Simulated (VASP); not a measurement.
The system is TaN.

```xyz
2
Lattice="0.0000 2.2113 2.2113 2.2113 0.0000 2.2113 2.2113 2.2113 0.0000" Properties=species:S:1:pos:R:3 pbc="T T T"
Ta    2.2113    2.2113    2.2113
N     0.0000    0.0000    0.0000
```

The cell comes from a database or a generator and needn't be the stable form of this composition.

* Program: VASP 6.6.1
* Task: relaxation of cell and atoms
* Functional: PBEsol
* Potentials or basis: VASP PAW PBE potentials, release 64 (Ta_pv, N)
* Cutoff: 600 eV
* k mesh: 6 × 6 × 6
* Occupations: gaussian, width 0.1 eV
* Spin: no spin polarisation

At the start: pressure -9.4 GPa; volume 10.81 Å³/atom.

Problem. Where does the relaxation end?

Solution. Over 4 steps the energy falls by 9.1 meV/atom and the volume is 10.51 Å³/atom (-2.8 %); space group Fm-3m (No. 225, to 0.05 Å).

The path:
| step | energy change (eV) | largest force (eV/Å) | pressure (GPa) | volume (Å³) |
| --- | --- | --- | --- | --- |
| 1 | 0.0000 | 0.0000 | -9.43 | 21.63 |
| 2 | 0.0875 | 0.0000 | 27.00 | 19.70 |
| 3 | -0.0181 | 0.0000 | -0.23 | 21.04 |
| 4 | -0.0181 | 0.0000 | -0.02 | 21.03 |

Final structure:
```
CELL_PARAMETERS angstrom
0.00000 2.19074 2.19074
2.19074 0.00000 2.19074
2.19074 2.19074 0.00000
ATOMIC_POSITIONS crystal
Ta 0.50000 0.50000 0.50000
N 0.00000 0.00000 0.00000
```

Caveat: the k mesh is coarse (spacing up to 0.41 Å⁻¹), so the values aren't converged; the PAW data sets were made with another functional, which shifts forces and pressure a little.
